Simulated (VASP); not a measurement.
Here is the system:

```yaml
crystal:
  lattice:
    - [4.69327, -8.12898, 0.00000]
    - [4.69327, 8.12898, 0.00000]
    - [0.00000, 0.00000, 10.01920]
  atoms:
    - { symbol: Al, position: [0.22149, 0.11137, 0.25025] }
    - { symbol: Al, position: [0.11048, 0.22244, 0.99976] }
    - { symbol: Al, position: [0.22092, 0.11088, 0.74920] }
    - { symbol: Al, position: [0.11883, 0.23452, 0.49794] }
    - { symbol: Al, position: [0.22068, 0.44384, 0.25745] }
    - { symbol: Al, position: [0.11058, 0.55512, 0.99970] }
    - { symbol: Al, position: [0.21878, 0.44291, 0.74917] }
    - { symbol: Al, position: [0.11902, 0.55140, 0.49784] }
    - { symbol: Al, position: [0.22160, 0.77716, 0.25024] }
    - { symbol: Al, position: [0.11133, 0.88917, 0.99985] }
    - { symbol: Al, position: [0.22097, 0.77716, 0.74910] }
    - { symbol: Al, position: [0.10805, 0.88752, 0.50005] }
    - { symbol: Al, position: [0.55489, 0.11089, 0.25090] }
    - { symbol: Al, position: [0.44316, 0.21988, 0.99898] }
    - { symbol: Al, position: [0.55583, 0.11138, 0.74847] }
    - { symbol: Al, position: [0.44194, 0.21721, 0.49869] }
    - { symbol: Al, position: [0.55661, 0.44025, 0.24398] }
    - { symbol: Al, position: [0.44307, 0.55496, 0.99865] }
    - { symbol: Al, position: [0.55710, 0.44428, 0.75440] }
    - { symbol: Al, position: [0.55660, 0.78324, 0.24401] }
    - { symbol: Al, position: [0.44323, 0.89016, 0.99893] }
    - { symbol: Al, position: [0.55708, 0.77962, 0.75437] }
    - { symbol: Al, position: [0.44197, 0.89166, 0.49869] }
    - { symbol: Al, position: [0.89049, 0.11243, 0.25253] }
    - { symbol: Al, position: [0.77782, 0.22236, 0.00089] }
    - { symbol: Al, position: [0.88845, 0.11145, 0.74974] }
    - { symbol: Al, position: [0.77989, 0.22344, 0.49900] }
    - { symbol: Al, position: [0.89059, 0.44495, 0.25250] }
    - { symbol: Al, position: [0.77942, 0.55578, 0.00029] }
    - { symbol: Al, position: [0.88858, 0.44408, 0.74971] }
    - { symbol: Al, position: [0.77719, 0.55686, 0.50135] }
    - { symbol: Al, position: [0.88918, 0.77806, 0.24921] }
    - { symbol: Al, position: [0.77937, 0.89045, 0.00026] }
    - { symbol: Al, position: [0.88797, 0.77745, 0.75029] }
    - { symbol: Al, position: [0.77712, 0.88718, 0.50140] }
    - { symbol: N, position: [0.22009, 0.10765, 0.44118] }
    - { symbol: N, position: [0.11071, 0.22139, 0.18973] }
    - { symbol: N, position: [0.22160, 0.11088, 0.94028] }
    - { symbol: N, position: [0.10907, 0.21993, 0.69338] }
    - { symbol: N, position: [0.11085, 0.55640, 0.18969] }
    - { symbol: N, position: [0.22008, 0.44351, 0.94232] }
    - { symbol: N, position: [0.10919, 0.55627, 0.69336] }
    - { symbol: N, position: [0.22013, 0.77948, 0.44117] }
    - { symbol: N, position: [0.11119, 0.88907, 0.19028] }
    - { symbol: N, position: [0.22166, 0.77781, 0.94023] }
    - { symbol: N, position: [0.10986, 0.88847, 0.69142] }
    - { symbol: N, position: [0.55608, 0.11152, 0.44188] }
    - { symbol: N, position: [0.44222, 0.21834, 0.18821] }
    - { symbol: N, position: [0.55617, 0.11153, 0.93949] }
    - { symbol: N, position: [0.44405, 0.22274, 0.69127] }
    - { symbol: N, position: [0.56437, 0.42869, 0.43104] }
    - { symbol: N, position: [0.44740, 0.55711, 0.19260] }
    - { symbol: N, position: [0.55638, 0.44305, 0.94492] }
    - { symbol: N, position: [0.44436, 0.55557, 0.70959] }
    - { symbol: N, position: [0.56435, 0.80259, 0.43099] }
    - { symbol: N, position: [0.44231, 0.89079, 0.18817] }
    - { symbol: N, position: [0.55638, 0.78013, 0.94487] }
    - { symbol: N, position: [0.44409, 0.88824, 0.69122] }
    - { symbol: N, position: [0.89145, 0.11204, 0.44329] }
    - { symbol: N, position: [0.77721, 0.22207, 0.19247] }
    - { symbol: N, position: [0.88831, 0.11166, 0.94123] }
    - { symbol: N, position: [0.77737, 0.22221, 0.69091] }
    - { symbol: N, position: [0.89165, 0.44642, 0.44323] }
    - { symbol: N, position: [0.78018, 0.55609, 0.18992] }
    - { symbol: N, position: [0.88838, 0.44357, 0.94121] }
    - { symbol: N, position: [0.77758, 0.55504, 0.69355] }
    - { symbol: N, position: [0.88893, 0.77793, 0.43979] }
    - { symbol: N, position: [0.78011, 0.89091, 0.18990] }
    - { symbol: N, position: [0.88881, 0.77782, 0.94123] }
    - { symbol: N, position: [0.77757, 0.88946, 0.69357] }
    - { symbol: Zr, position: [0.44338, 0.55512, 0.49487] }
```
Cell charge -1.

Calculation: HSE06 screened hybrid, VASP's PBE PAW potentials (set 64) (plane waves; VASP). Numerical set-up: PREC = Normal, LREAL = Auto, ISYM = 0, NELECT = 293.0, EDIFF = 1E-5, 400 eV cut-off, 1×1×1 Γ-centred mesh, Gaussian smearing of 0.050 eV, potentials Al N Zr_sv. Starting moments (MAGMOM): 71*0.0423. The cell's moment is fixed (NUPDOWN = 3).

The cell is charged, with a uniform compensating background. The supercell is sampled at Γ alone, which is coarse: total energies, pressure and levels can be off, energies of defects by several tenths of an eV.

Question: Predict the cell moment, energy per atom (σ→0).

Answer: 
```
Item                            Value
---------------------  --------------
cell moment                   3.00 μB
energy per atom (σ→0)  -8.535 eV/atom
```

Question: Give the moment on each site (PAW-sphere projection).

Answer: 
| site | moment (μB) |
|---|---|
| Al1 | 0.00 |
| Al2 | 0.00 |
| Al3 | 0.00 |
| Al4 | 0.05 |
| Al5 | 0.06 |
| Al6 | 0.00 |
| Al7 | 0.01 |
| Al8 | 0.05 |
| Al9 | 0.00 |
| Al10 | 0.00 |
| Al11 | 0.00 |
| Al12 | 0.01 |
| Al13 | 0.00 |
| Al14 | 0.00 |
| Al15 | 0.00 |
| Al16 | 0.00 |
| Al17 | 0.00 |
| Al18 | 0.00 |
| Al19 | 0.00 |
| Al20 | 0.00 |
| Al21 | 0.00 |
| Al22 | 0.00 |
| Al23 | 0.00 |
| Al24 | 0.00 |
| Al25 | 0.00 |
| Al26 | 0.01 |
| Al27 | 0.00 |
| Al28 | 0.00 |
| Al29 | 0.00 |
| Al30 | 0.01 |
| Al31 | 0.01 |
| Al32 | 0.00 |
| Al33 | 0.00 |
| Al34 | 0.00 |
| Al35 | 0.01 |
| N36 | 0.05 |
| N37 | 0.02 |
| N38 | 0.00 |
| N39 | 0.04 |
| N40 | 0.02 |
| N41 | 0.00 |
| N42 | 0.04 |
| N43 | 0.05 |
| N44 | 0.00 |
| N45 | 0.00 |
| N46 | 0.00 |
| N47 | 0.00 |
| N48 | 0.00 |
| N49 | 0.00 |
| N50 | 0.00 |
| N51 | 0.01 |
| N52 | 0.04 |
| N53 | 0.00 |
| N54 | 0.00 |
| N55 | 0.01 |
| N56 | 0.00 |
| N57 | 0.00 |
| N58 | 0.00 |
| N59 | 0.01 |
| N60 | 0.00 |
| N61 | 0.00 |
| N62 | 0.00 |
| N63 | 0.01 |
| N64 | 0.00 |
| N65 | 0.00 |
| N66 | 0.01 |
| N67 | 0.01 |
| N68 | 0.00 |
| N69 | 0.00 |
| N70 | 0.01 |
| Zr71 | 0.86 |

Only differences to runs with the same potentials and settings are physical.

The cell is a supercell with a defect, built from AlN (wurtzite): Zr_Al-vac_N, charge -1. The cell's shape comes from a PBE relaxation.
